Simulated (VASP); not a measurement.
Output of a VASP run:

### OSZICAR
```
       N       E                     dE             d eps       ncg     rms          rms(c)
DAV:   1     0.273665644487E+02    0.27367E+02   -0.43326E+03  2184   0.100E+03
DAV:   2    -0.147874416008E+02   -0.42154E+02   -0.40628E+02  2170   0.175E+02
DAV:   3    -0.158573191630E+02   -0.10699E+01   -0.10560E+01  2669   0.366E+01
DAV:   4    -0.158757174024E+02   -0.18398E-01   -0.18382E-01  2750   0.434E+00
DAV:   5    -0.158760596603E+02   -0.34226E-03   -0.34224E-03  2596   0.497E-01    0.149E+01
RMM:   6    -0.172138438754E+02   -0.13378E+01   -0.32683E+01  2160   0.104E+02    0.183E+01
RMM:   7    -0.137199806016E+02    0.34939E+01   -0.10201E+01  2160   0.638E+01    0.316E+00
RMM:   8    -0.137180508883E+02    0.19297E-02   -0.97930E-02  2173   0.300E+00    0.184E+00
RMM:   9    -0.137083346703E+02    0.97162E-02   -0.31889E-02  2164   0.158E+00    0.566E-01
RMM:  10    -0.137038941864E+02    0.44405E-02   -0.89188E-03  2166   0.160E+00    0.175E-01
RMM:  11    -0.137040607072E+02   -0.16652E-03   -0.54838E-03  2168   0.561E-01    0.103E-01
RMM:  12    -0.137039972907E+02    0.63416E-04   -0.84107E-04  2229   0.532E-01    0.490E-02
RMM:  13    -0.137040266214E+02   -0.29331E-04   -0.22126E-04  2318   0.167E-01    0.104E-01
RMM:  14    -0.137040255218E+02    0.10996E-05   -0.17158E-04  2074   0.231E-01    0.574E-02
RMM:  15    -0.137040194268E+02    0.60950E-05   -0.33759E-05  1668   0.889E-02
   1 F= -.13704019E+02 E0= -.13704228E+02  d E =-.137040E+02
```

### OUTCAR
```
------------------------ aborting loop because EDIFF is reached ----------------------------------------
  FORCE on cell =-STRESS in cart. coord.  units (eV):
  Direction    XX          YY          ZZ          XY          YZ          ZX
  --------------------------------------------------------------------------------------
  Total        0.0260902      0.0260902      0.0260902     -0.0000000      0.0000000     -0.0000000
  in kB        1.8247906      1.8247906      1.8247906     -0.0000000      0.0000000     -0.0000000
  external PRESSURE =       1.8247906 kB  Pullay stress =       0.0000000 kB
  volume of cell :       22.91
      direct lattice vectors                 reciprocal lattice vectors
     2.840042248  0.000000000  0.000000000     0.352107438  0.000000000  0.000000000
     0.000000000  2.840042248  0.000000000     0.000000000  0.352107438  0.000000000
     0.000000000  0.000000000  2.840042248     0.000000000  0.000000000  0.352107438
 POSITION                                       TOTAL-FORCE (eV/Angst)
 -----------------------------------------------------------------------------------
      1.42002      1.42002      1.42002         0.000000      0.000000      0.000000
      0.00000      0.00000      0.00000         0.000000      0.000000      0.000000
 -----------------------------------------------------------------------------------
    total drift:                                0.000000     -0.000000     -0.000000
  FREE ENERGIE OF THE ION-ELECTRON SYSTEM (eV)
  ---------------------------------------------------
  free  energy   TOTEN  =       -13.7040194268 eV

  energy  without entropy=      -13.7046453531  energy(sigma->0) =      -13.70422807

 reached required accuracy - stopping structural energy minimisation
```
(Selected blocks of OUTCAR.)

**POSCAR**
```
FeAl
1
    2.8400422482     0.0000000000     0.0000000000
    0.0000000000     2.8400422482     0.0000000000
    0.0000000000     0.0000000000     2.8400422482
Al Fe
1 1
Direct
  0.5000000000   0.5000000000   0.5000000000
  0.0000000000   0.0000000000   0.0000000000
```

Question: Write an INCAR and KPOINTS that could have produced this output.

Answer: Several could match; the one computed here: the input of the run itself, PBEsol GGA, plane waves, VASP's PBE PAW potentials (set 64).

### KPOINTS
```
Automatic mesh
0
Gamma
14 14 14
0 0 0
```

**INCAR**
```
ISIF  =  2   # forces and stress, cell fixed
LASPH  =  .True.   # aspherical one-centre terms
GGA  =  PS
LCHARG  =  .False.
LWAVE  =  .False.
ENCUT  =  400
PREC  =  Normal
EDIFF  =  1E-5
NELMIN  =  4
NELM  =  100
ALGO  =  Fast
SYSTEM  =  FeAl
NSW  =  20   # most ionic steps
LREAL  =  .False.
LMAXMIX  =  4
IBRION  =  2   # conjugate gradients
SIGMA  =  0.1   # width (eV)
EDIFFG  =  -0.03   # ionic stop
ISMEAR  =  1   # Methfessel-Paxton
```

POTCAR, in this order: Al Fe (PBE.64 set). Program: vasp_std.

The compound is FeAl in the CsCl type structure. It was relaxed first, which changed the volume by -7 %. The run is not spin-polarised, so no magnetic state was tried. The electron count is odd and the run is not spin-polarised, which forces a metal.
